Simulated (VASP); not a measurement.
A run of VASP 6.6.1 is set up as follows.

File INCAR:

```
PREC = Accurate
ENCUT = 520
EDIFF = 1E-7
ISMEAR = -1
SIGMA = 0.05
LREAL = False
LASPH = True
NELM = 60
ALGO = Normal
ISIF = 2
LWAVE = False
LCHARG = False
GGA = PE
NBANDS = 20
```

KPOINTS

```
regular mesh
0
Gamma
  8 8 8
```

Contents of POSCAR:

```
LuBe
1.0
    3.3203700000      0.0000000000      0.0000000000
    0.0000000000      3.3203700000      0.0000000000
    0.0000000000      0.0000000000      3.3203700000
Lu Be
1 1
Direct
    0.0000000000      0.0000000000      0.0000000000
    0.5000000000      0.5000000000      0.5000000000
```

Potentials or basis: VASP PAW PBE potentials, release 64 (Lu, Be).

The run is started by

```console
$ cat potpaw_PBE.64/Lu/POTCAR potpaw_PBE.64/Be/POTCAR > POTCAR
$ mpirun -np 1 vasp_std > vasp.out
```

**Question.** Predict the band gap on the k mesh.

**Answer.** None (metal or under the smearing width).

**Question.** Predict the pressure.

**Answer.** 0.3 GPa.

Spin-orbit coupling is left out, which matters for the levels of Lu.
